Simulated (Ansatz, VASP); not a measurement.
## One calculation of Ga2PtS4, two programs

```
CELL_PARAMETERS angstrom
7.47890 0.00000 0.00000
-3.73945 6.47691 0.00000
0.00000 0.00000 4.26699
ATOMIC_POSITIONS crystal
Ga 0.33333 0.66667 0.50000
Ga 0.66667 0.33333 0.50000
Pt 0.00000 0.00000 0.00000
S 0.41358 0.00000 0.50000
S 0.00000 0.41358 0.50000
S 0.58642 0.58642 0.50000
S 0.00000 0.00000 0.50000
```

Alike in both runs: functional PBE; k mesh 3 × 3 × 2; occupations gaussian, width 0.15 eV; no spin polarisation.

Ansatz relaxed the structure, and its values are those at the end. VASP's run is a single point on that final structure, the one shown.

```csv
,VASP,Ansatz
version,VASP 6.6.1,Ansatz 0.2.0
potentials or method,"VASP PAW PBE potentials, release 64 (Ga_d, Pt, S)","scalar-relativistic, plane waves, PAW"
plane-wave cutoff (eV),520,420
valence electrons in the cell,60,68
```

|  | VASP | Ansatz | Ansatz less VASP |
| --- | --- | --- | --- |
| gap on the k mesh at the Fermi level (eV) | none | none | - |
| pressure (GPa) | -0.5 | -0.4 | +0.10 |
| rms of the force components (eV/Å) | 0.021 | 0.022 | +0.0006 |

A gap of «none» marks a metal or a gap that the smearing closes. The two sets of potentials don't hold the same shells in valence.

Caveats: the k mesh is coarse (spacing up to 0.74 Å⁻¹), so the values aren't converged. Spin-orbit coupling is left out, which matters for the levels of Pt.
